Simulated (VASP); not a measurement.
Consider the following.

```xyz
2
Lattice="1.4527 -2.5161 0.0000 1.4527 2.5161 0.0000 0.0000 0.0000 2.8339" Properties=species:S:1:pos:R:3 pbc="T T T"
W      0.0000     0.0000     0.0000
C      1.4527     0.8387     1.4169
```

Computed with PBE GGA with D3 dispersion (Becke-Johnson damping), VASP's PBE PAW potentials (set 64) (plane waves; VASP). Numerical set-up: 520 eV cut-off, Gaussian smearing of 0.050 eV, potentials W_sv C.

Unless said otherwise, spin-orbit coupling is left out, though it shifts the bands of the heavy elements here.

Problem. Predict the band gap (along the path) with the smallest direct gap where there is one.

Solution. 
| Property | Result |
|---|---|
| band gap (along the path) | none (metal, semimetal or under 0.01 eV) |

Total energies compare only between runs with the same potentials, cut-off and functional.

The compound is WC in the wc structure. It was relaxed first.
